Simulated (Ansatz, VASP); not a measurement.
One calculation of BaGa2H2, two programs

Contents of INCAR:

```
SYSTEM = BaGa2H2
PREC = Accurate ; ENCUT = 520
EDIFF = 1E-6 ; ISMEAR = 0
SIGMA = 0.1 ; LREAL = .FALSE.
LASPH = .TRUE. ; NELM = 60
ALGO = Normal ; ISIF = 2
LWAVE = .FALSE. ; LCHARG = .FALSE.
GGA = CA ; NBANDS = 27
```

Contents of KPOINTS:

```
regular mesh
0
G
  6 6 4
  0 0 0
```

Contents of POSCAR:

```
BaGa2H2
1.0
    4.5285988553      0.0000000000      0.0000000000
   -2.2642994276      3.9218816522      0.0000000000
    0.0000000000      0.0000000000      4.8991000000
Ba Ga H
1 2 2
Direct
    0.0000000000      0.0000000000      0.0000000000
    0.3333333333      0.6666666667      0.4680000000
    0.6666666667      0.3333333333      0.5320000000
    0.3333333333      0.6666666667      0.1232000000
    0.6666666667      0.3333333333      0.8768000000
```

Input for Ansatz:

```yaml
crystal:
  lattice:
    - [4.5285988553, 0.0, 0.0]
    - [-2.2642994276, 3.9218816522, 0.0]
    - [0.0, 0.0, 4.8991]
  atoms:
    - { symbol: Ba, position: [0.0, 0.0, 0.0] }
    - { symbol: Ga, position: [0.3333333333, 0.6666666667, 0.468] }
    - { symbol: Ga, position: [0.6666666667, 0.3333333333, 0.532] }
    - { symbol: H, position: [0.3333333333, 0.6666666667, 0.1232] }
    - { symbol: H, position: [0.6666666667, 0.3333333333, 0.8768] }
basis:
  ecutwfc: 420
kpoints:
  mp_grid: { grid: [6, 6, 4] }
hamiltonian:
  xc: lda
scf:
  occupations: { method: gaussian, width: 0.1 }
output:
  forces: true
  stress: true
  eigenvalues: true
```

Alike in both runs: task single point; functional LDA; k mesh 6 × 6 × 4; occupations gaussian, width 0.1 eV; no spin polarisation.

|  | VASP | Ansatz |
| --- | --- | --- |
| version | VASP 6.6.1 | Ansatz 0.2.0 |
| potentials or method | VASP PAW LDA potentials, release 64 (Ba_sv, Ga_d, H) | scalar-relativistic, plane waves, PAW |
| plane-wave cutoff (eV) | 520 | 420 |
| valence electrons in the cell | 38 | 38 |

Ansatz gave:

```
gap on the k mesh at the Fermi level (eV)       : none
pressure (GPa)                                  : -3.7
largest component of the traceless stress (GPa) : 0.35
rms of the force components (eV/Å)              : 0.015
```

What did VASP give for the same quantities?

gap on the k mesh at the Fermi level (eV): none; pressure (GPa): -3.2; largest component of the traceless stress (GPa): 0.32; rms of the force components (eV/Å): 0.019.

Atom by atom the forces differ by 0.005 eV/Å (rms over components). A gap of «none» marks a metal or a gap that the smearing closes.

Spin-orbit coupling is left out, which matters for the levels of Ba.
